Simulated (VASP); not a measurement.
Consider the following.

```
CELL_PARAMETERS angstrom
      1.53235    -2.65410     0.00000
      1.53235     2.65410     0.00000
      0.00000     0.00000     4.96870
ATOMIC_POSITIONS crystal
  Mg 0.33333 0.66667 0.25000
  Mg 0.66667 0.33333 0.75000
```

Level of theory: PBEsol GGA, VASP's PBE PAW potentials (set 64) (plane waves; VASP). Numerical set-up: 500 eV cut-off, 14×14×8 Γ-centred mesh, first-order Methfessel-Paxton smearing of 0.10 eV, potentials Mg.

Energy and stress use the plane-wave basis of the starting cell.

Problem. The ions, cell shape and volume at an external pressure of 10.0 GPa are relaxed. What does this cell relax into?

Solution. 
```
CELL_PARAMETERS angstrom
      1.49338    -2.58661     0.00000
      1.49338     2.58661     0.00000
      0.00000     0.00000     4.84330
ATOMIC_POSITIONS crystal
  Mg 0.33333 0.66667 0.25000
  Mg 0.66667 0.33333 0.75000
```
Space group P6_3/mmc (194), at a tolerance of 0.03 Å.

Problem. How do energy and volume change from the first to the last step?

Solution. The energy (σ→0) changes by +68.7 meV/atom and the volume by -7.4 %, in 3 ionic steps.

| step | E(σ→0) (eV) | max force (eV/Å) | pressure (GPa) | volume (Å³) |
|---|---|---|---|---|
| 1 | -3.3874 | 0.000 | 4.98 | 40.42 |
| 2 | -3.2107 | 0.000 | 11.23 | 36.83 |
| 3 | -3.2499 | 0.000 | 10.02 | 37.42 |

The compound is Mg in the hcp structure. This run relaxes it under an external pressure of 10 GPa. Symmetry was kept, so distortions that lower it aren't found.
